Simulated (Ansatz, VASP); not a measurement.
## One calculation of HfCl6, two programs

The input INCAR:

```
ALGO = Normal ; EDIFF = 1E-6
ENCUT = 520 ; GGA = PE
ISIF = 2 ; ISMEAR = 0
LASPH = True ; LCHARG = True
LELF = True ; LREAL = False
LVHAR = True ; LWAVE = False
NBANDS = 35 ; NELM = 80
PREC = Accurate ; SIGMA = 0.1
```

KPOINTS

```
k-points
0
Gamma
  4 4 4
```

POSCAR

```
HfCl6
1.0
    5.7822516900      0.0000000000      0.0000000000
    0.0000000000      5.7822516900      0.0000000000
    0.0000000000      0.0000000000      5.7822516900
Hf Cl
1 6
Direct
    0.0000000000      0.0000000000      0.0000000000
    0.2016845000      0.5000000000      0.5000000000
    0.5000000000      0.5000000000      0.7983155000
    0.5000000000      0.5000000000      0.2016845000
    0.5000000000      0.2016845000      0.5000000000
    0.5000000000      0.7983155000      0.5000000000
    0.7983155000      0.5000000000      0.5000000000
```

Input for Ansatz:

```yaml
crystal:
  lattice:
    - [5.78225169, 0.0, 0.0]
    - [0.0, 5.78225169, 0.0]
    - [0.0, 0.0, 5.78225169]
  atoms:
    - { symbol: Hf, position: [0.0, 0.0, 0.0] }
    - { symbol: Cl, position: [0.2016845, 0.5, 0.5] }
    - { symbol: Cl, position: [0.5, 0.5, 0.7983155] }
    - { symbol: Cl, position: [0.5, 0.5, 0.2016845] }
    - { symbol: Cl, position: [0.5, 0.2016845, 0.5] }
    - { symbol: Cl, position: [0.5, 0.7983155, 0.5] }
    - { symbol: Cl, position: [0.7983155, 0.5, 0.5] }
basis:
  ecutwfc: 420
kpoints:
  mp_grid: { grid: [4, 4, 4] }
hamiltonian:
  xc: pbe
scf:
  occupations: { method: gaussian, width: 0.1 }
  lower_state_search: "off"
output:
  forces: true
  stress: true
  eigenvalues: true
```

Change from the starting cell: species swapped into the CaB6 type (Pm-3m, No. 221).

Alike in both runs: task single point; functional PBE; k mesh 4 × 4 × 4; occupations gaussian, width 0.1 eV; no spin polarisation.

```csv
,VASP,Ansatz
version,VASP 6.6.1,Ansatz 0.2.0
potentials or method,"VASP PAW PBE potentials, release 64 (Hf_pv, Cl)","scalar-relativistic, plane waves, PAW"
plane-wave cutoff (eV),520,420
valence electrons in the cell,52,68
```

```tsv
	VASP	Ansatz	Ansatz less VASP
gap on the k mesh at the Fermi level (eV)	none	none	-
pressure (GPa)	16.3	16.5	+0.16
rms of the force components (eV/Å)	2.761	2.771	+0.0092
```

Atom by atom the forces differ by 0.009 eV/Å (rms over components). A gap of «none» marks a metal or a gap that the smearing closes. The two sets of potentials don't hold the same shells in valence.

Caveats: so large a pressure means that the cell lies far from this level's equilibrium, or that cutoff or potentials fall short (VASP); forces of over 1 eV/Å show positions far from the minimum, so gaps and moduli don't describe the material at rest. The runs have no spin-orbit coupling, so splittings on Hf are missing.
